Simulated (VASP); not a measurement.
Level of theory: optB88-vdW, VASP's PBE PAW potentials (set 64) (plane waves; VASP).

Input for VASP

### INCAR
```
LUSE_VDW = T
PREC = Accurate
SIGMA = 0.1   ! width (eV)
LASPH = T   ! aspherical one-centre terms
ENCUT = 520
PARAM1 = 0.1833333333
EDIFF = 1E-7
LCHARG = F
LMAXMIX = 6
ISIF = 4   ! ions and shape, fixed volume
SYSTEM = Lu
PARAM2 = 0.22
LWAVE = F
AGGAC = 0.0
GGA = BO
NSW = 30   ! most ionic steps
LREAL = F   ! projection in real space or not
EDIFFG = -0.01   ! ionic stop
ISMEAR = 1   ! Methfessel-Paxton
NELM = 100   ! most electronic steps
IBRION = 2   ! conjugate gradients
ALGO = Normal   ! blocked Davidson
```

### POSCAR
```
Lu
1.0
  1.7404637737  -3.0145717702   0.0000000000
  1.7404637737   3.0145717702   0.0000000000
  0.0000000000   0.0000000000   5.4105138738
Lu
2
Cart
  1.7404637737   1.0048592664   1.3526284685
  1.7404637737  -1.0048592664   4.0578854054
```

KPOINTS:
```
kpoints
0
gamma
 12 12 7
0 0 0
```

POTCAR, in this order: Lu_3 (PBE.64 set). Program: vasp_std.

Problem. What does the run give for the energy per atom (σ→0), band gap (on the k-mesh)?

Solution. 
| Quantity | Result |
|---|---|
| energy per atom (σ→0) | -172.3 kJ/mol of atoms |
| band gap (on the k-mesh) | none (metal, semimetal or under 0.01 eV) |

### OSZICAR
```
...
   1 F= -.35722448E+01 E0= -.35717000E+01  d E =-.357224E+01
       N       E                     dE             d eps       ncg     rms          rms(c)
DAV:   1    -0.357233051121E+01   -0.85654E-04   -0.28207E-03  3129   0.769E-01    0.409E-02
DAV:   2    -0.357229210589E+01    0.38405E-04   -0.84022E-05  3329   0.139E-01    0.230E-02
DAV:   3    -0.357227201550E+01    0.20090E-04   -0.21674E-05  3844   0.608E-02    0.121E-02
DAV:   4    -0.357227203586E+01   -0.20358E-07   -0.24926E-06  3066   0.137E-02    0.474E-03
DAV:   5    -0.357227202309E+01    0.12774E-07   -0.62959E-08  1679   0.598E-03
   2 F= -.35722720E+01 E0= -.35717182E+01  d E =-.271802E-04
```

The compound is Lu in the hcp structure. This run relaxes it. Symmetry was kept, so distortions that lower it aren't found.
